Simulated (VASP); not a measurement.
Here is a VASP 6.6.1 calculation.

The input INCAR:

```
PREC = Accurate
ENCUT = 600
EDIFF = 1E-7
ISMEAR = 0
SIGMA = 0.1
LREAL = F
LASPH = T
NELM = 80
ALGO = Normal
ISIF = 3
LWAVE = F
LCHARG = F
METAGGA = R2SCAN
LMIXTAU = T
IBRION = 2
NSW = 80
EDIFFG = -0.004
```

File KPOINTS:

```
Automatic mesh
0
Gamma
  8 8 8
```

POSCAR

```
BiAu2
1.0
    0.0000000000      3.9710000000      3.9710000000
    3.9710000000      0.0000000000      3.9710000000
    3.9710000000      3.9710000000      0.0000000000
Bi Au
2 4
Direct
    0.0000000000      0.0000000000      0.0000000000
    0.2500000000      0.2500000000      0.2500000000
    0.6250000000      0.6250000000      0.6250000000
    0.1250000000      0.6250000000      0.6250000000
    0.6250000000      0.6250000000      0.1250000000
    0.6250000000      0.1250000000      0.6250000000
```

Potentials or basis: VASP PAW PBE potentials, release 64 (Bi_d, Au).

Launch:

```bash
$ cat potpaw_PBE.64/Bi_d/POTCAR potpaw_PBE.64/Au/POTCAR > POTCAR
$ mpirun -np 1 vasp_std > vasp.out
```

**Question.** Predict the space group after relaxing (to 0.05 Å).

**Answer.** Fd-3m (No. 227).

**Question.** What does it give for the relaxed volume?

**Answer.** 21.57 Å³/atom.

Step by step:
```tsv
step	energy change (eV)	largest force (eV/Å)	pressure (GPa)	volume (Å³)
1	0.0000	0.0000	4.00	125.24
2	0.0244	0.0000	-4.15	134.91
3	-0.0501	0.0000	-0.02	129.44
```

Caveat: the PAW data sets were made with another functional, which shifts forces and pressure a little. Zero-point motion and thermal expansion aren't in these numbers.
